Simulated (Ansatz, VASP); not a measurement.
# LiTaS3: VASP beside Ansatz, part 3 of 3

Wanted: the spread between two codes on one cell, functional and k mesh. The cell is generated by rule, not measured, and may not be a known phase. The cell is taken from a series of runs on this material, whose earlier steps may have relaxed, scaled, displaced or heated it; both programs get it as it stands.

VASP 6.6.1 and Ansatz 0.2.0.

So far: Ansatz: relaxation of cell and atoms, PBEsol, pair 1; VASP: relaxation of cell and atoms, PBEsol, pair 1; Comparison; VASP: relaxation of cell and atoms, PBEsol, pair 2; Ansatz: relaxation of cell and atoms, PBEsol, pair 2; Differences.

## 8. VASP: relaxation of cell and atoms, PBEsol, pair 3

Level of this step: PBEsol; plane waves and PAW (Li_sv, Ta_pv, S); invented cell (VASP).

The relaxed volume is the usual yardstick between codes: in a stiff, nearly cubic crystal its relative difference is about their pressure difference at one cell divided by the bulk modulus.

Input file INCAR:

```
SYSTEM = LiTaS3
PREC = Accurate
ENCUT = 750
EDIFF = 1E-07
NELM = 120
ISMEAR = 1
SIGMA = 0.2
LREAL = .FALSE.
ALGO = Normal
GGA = PS
NBANDS = 22
LASPH = .TRUE.
LORBIT = 11
LWAVE = .FALSE.
LCHARG = .FALSE.
ISIF = 3
IBRION = 2
NSW = 80
EDIFFG = -0.005
GGA_COMPAT = .FALSE.
NELMIN = 4
KPAR = 2
```

Input file POSCAR:

```
LiTaS3
1.0
    3.3557710000      1.9374550000      2.8216430000
   -3.3557710000      1.9374550000      2.8216430000
    0.0000000000     -3.8749100000      2.8216430000
Li Ta S
1 1 3
Direct
    0.1226084708      0.1226084708      0.1226084708
    0.4847500788      0.4847500788      0.4847500788
    0.4837157168      0.9842275821      0.4837157168
    0.9842275821      0.4837157168      0.4837157168
    0.4837157168      0.4837157168      0.9842275821
```

Input file KPOINTS:

```
Automatic mesh
0
Gamma
9 9 9
0 0 0
```

PAW data sets: Li_sv, Ta_pv and S (PBE family, release 64).

The run is started by

```console
$ mpirun -np 2 vasp_std
```

Numbers of over 12 decimals in the logs are rounded to 6 here.

Log:

```text
[... set-up lines as in an earlier step ...]
 entering main loop
       N       E                     dE             d eps       ncg     rms          rms(c)
DAV:   1     0.256630235801E+03    0.25663E+03   -0.18309E+04  3740   0.176E+03
DAV:   2    -0.147444867325E+02   -0.27137E+03   -0.26031E+03  4872   0.352E+02
DAV:   3    -0.333886607515E+02   -0.18644E+02   -0.18277E+02  5916   0.789E+01
DAV:   4    -0.344869998622E+02   -0.10983E+01   -0.10928E+01  6030   0.154E+01
[...]
DAV:  15    -0.316827731976E+02   -0.12150E-05   -0.34890E-06  4342   0.121E-02    0.278E-03
DAV:  16    -0.316827736489E+02   -0.45125E-06   -0.97804E-07  4612   0.595E-03    0.134E-03
DAV:  17    -0.316827736731E+02   -0.24245E-07   -0.83883E-08  3380   0.191E-03
   1 F= -.31682774E+02 E0= -.31681605E+02  d E =-.316828E+02
[...]
N       E                     dE             d eps       ncg     rms          rms(c)
DAV:   1    -0.316830527898E+02   -0.27914E-03   -0.78402E-03  4514   0.698E-01    0.146E-01
[...]
DAV:   7    -0.316827846552E+02    0.14165E-06   -0.51560E-08  3234   0.164E-03    0.481E-04
DAV:   8    -0.316827847274E+02   -0.72267E-07   -0.17507E-08  2746   0.931E-04
   2 F= -.31682785E+02 E0= -.31681630E+02  d E =-.110543E-04
 trial-energy change:   -0.000011  1 .order   -0.000012   -0.000082    0.000058
 step:   0.5756(harm=  0.5855)  dis= 0.00018  next Energy=   -31.682797 (dE=-0.235E-04)
[...]
N       E                     dE             d eps       ncg     rms          rms(c)
DAV:   1    -0.316828443615E+02   -0.59706E-04   -0.14119E-03  4514   0.296E-01    0.622E-02
DAV:   2    -0.316828066860E+02    0.37675E-04   -0.77997E-05  4810   0.666E-02    0.253E-02
DAV:   3    -0.316827968828E+02    0.98032E-05   -0.29088E-05  4586   0.273E-02    0.891E-03
DAV:   4    -0.316827962151E+02    0.66773E-06   -0.25044E-06  4644   0.132E-02    0.749E-03
DAV:   5    -0.316827967535E+02   -0.53845E-06   -0.31553E-07  4298   0.393E-03    0.352E-03
DAV:   6    -0.316827971977E+02   -0.44420E-06   -0.94378E-08  3100   0.219E-03    0.627E-04
DAV:   7    -0.316827972490E+02   -0.51314E-07   -0.22209E-08  2578   0.103E-03
   3 F= -.31682797E+02 E0= -.31681636E+02  d E =-.235759E-04
[...]
reached required accuracy - stopping structural energy minimisation
```

Parts of OUTCAR (step 8):

```text
  Total       -0.0002786     -0.0002786     -0.0024863     -0.0000000      0.0000000      0.0000000
  in kB       -0.0040514     -0.0040514     -0.0361590     -0.0000000      0.0000000      0.0000000
  external PRESSURE =      -0.0147539 kB  Pullay stress =       0.0000000 kB

 POSITION                                       TOTAL-FORCE (eV/Angst)
 -----------------------------------------------------------------------------------
      0.00000      0.00000      1.03816         0.000000      0.000000      0.001779
      0.00000      0.00000      4.10463         0.000000      0.000000      0.000881
     -1.67992      0.96990      5.50844         0.002510     -0.001449     -0.000887
      1.67992      0.96990      5.50844        -0.002510     -0.001449     -0.000887
      0.00000     -1.93980      5.50844         0.000000      0.002899     -0.000887
 -----------------------------------------------------------------------------------
    total drift:                               -0.000000     -0.000001      0.000344

  FREE ENERGIE OF THE ION-ELECTRON SYSTEM (eV)
  ---------------------------------------------------
  free  energy   TOTEN  =       -31.6827972490 eV

  energy  without entropy=      -31.6793141456  energy(sigma->0) =      -31.68163621

[... 1 part as in an earlier step ...]

[... 3 further parts left out ...]
[key lines of the parts left out:]
E-fermi :   2.8260
```

The run keeps the 6 symmetry operations of its start, so it cannot find a distortion of lower symmetry.

## 9. Ansatz: relaxation of cell and atoms, PBEsol, pair 3

The same cell, functional, mesh and smearing now go to Ansatz, which takes its cutoff from its data sets.

The cell is taken from a series of runs on this material, whose earlier steps may have relaxed, scaled, displaced or heated it; both programs get it as it stands.

Input file input.yaml:

```yaml
crystal:
  lattice:
    - [3.355770659, 1.9374550933, 2.8216425398]
    - [-3.355770659, 1.9374550933, 2.8216425398]
    - [0.0, -3.8749101866, 2.8216425398]
  atoms:
    - { symbol: Li, position: [0.1226084862, 0.1226084862, 0.1226084862] }
    - { symbol: Ta, position: [0.4847501438, 0.4847501438, 0.4847501438] }
    - { symbol: S, position: [0.483715777, 0.9842276669, 0.483715777] }
    - { symbol: S, position: [0.9842276669, 0.483715777, 0.483715777] }
    - { symbol: S, position: [0.483715777, 0.483715777, 0.9842276669] }
kpoints:
  mp_grid: { grid: [9, 9, 9] }
hamiltonian:
  xc: pbesol
  pseudopotentials: { kind: paw, azcp: { folder: soft_1 }, xc_functional: pbe }
scf:
  occupations: { method: methfessel_paxton, width: 0.2 }
output:
  forces: true
  stress: true
  eigenvalues: true
relax:
  adjacent_minimum: "off"
  f_tol: 0.001
  max_steps: 60
  cell: { stress_tol: 0.01 }
```

The run is started by

```console
$ ansatz run input.yaml --threads 8 --pin off --max-ram 16384MiB --backend cpu --events-out ev --progress --plain --runs-dir out
```

Log:

```text
[...]
Crystal: 5 atoms, lattice volume = 110.072 Å³
Basis set: ecut = 420 eV, 2139 PW (Γ), exchange–correlation on 72×72×72 points (8 copies of the dense FFT grid, shifted against one another)
Bands: 22, of which v1, the nominal top of the filled ones, is band 17 counted from 1 (16 counted from 0)
Symmetry: 6 space group operations
[...]
k-points: 85 of 729 (time reversal used)
[...]
cell:  # Å, volume = 110.0256 Å³
    - [3.355279, 1.937171, 2.821278]
    - [-3.355279, 1.937171, 2.821278]
    - [0, -3.874343, 2.821278]
  atoms:
    - { symbol: Li, position: [0.122558, 0.122558, 0.122558] }
    - { symbol: Ta, position: [0.484805, 0.484805, 0.484805] }
    - { symbol: S, position: [0.483728, 0.984198, 0.483728] }
    - { symbol: S, position: [0.984198, 0.483728, 0.483728] }
    - { symbol: S, position: [0.483728, 0.483728, 0.984198] }
[key lines of the parts left out:]
SCF converged after 7 iterations
Free energy (F): -12669.168211 eV
Fermi energy:    5.703436 eV
P = ⅓ Tr σ = 0.0016 GPa (0.016 kbar)
```

## 10. Side by side

What differs besides the data sets and the points named for the pairs above, as far as they apply: the data sets hold 34 valence electrons in Ansatz (on its PAW soft_1 files) and 32 in VASP. Total energies have different zeros and are not compared.

Compared:

```tsv
quantity	Ansatz	VASP	difference
volume (Å³)	110.03	110.17	-0.13 %
edge a after relaxation, in the typed setting (Å)	4.793	4.795	-0.04 %
```

## 11. Results

```yaml
difference_in_volume_relaxation_of_cell_and_atoms_pbesol_pair_1: -0.12 %
difference_in_volume_relaxation_of_cell_and_atoms_pbesol_pair_2: -0.23 %
difference_in_volume_relaxation_of_cell_and_atoms_pbesol_pair_3: -0.13 %
```

The difference in volume is -0.23 % (relaxation of cell and atoms, PBEsol, pair 2), within the 1.2 % picked in this series as the mark of a large difference, as far as the stopping tolerances let one tell. The data sets hold unlike numbers of valence electrons (34 in Ansatz and 32 in VASP), so part of the differences comes from the potentials. 2 further runs of this series are not shown here. How closely two codes agree says nothing of how well the functional describes the real material.

[Lines on the potential files, build, host, timing and source positions are cut from VASP's logs without a mark.]

[Logs are printed without paths, hosts, clocks, repeated set-up lines and the standing remarks that a program may print on its own settings, such as how far it seeks lower states.]

[Hosts, paths, dates, database ids (printed as entryN), source tags and the programs' standing remarks are cut or masked in the printed files.]
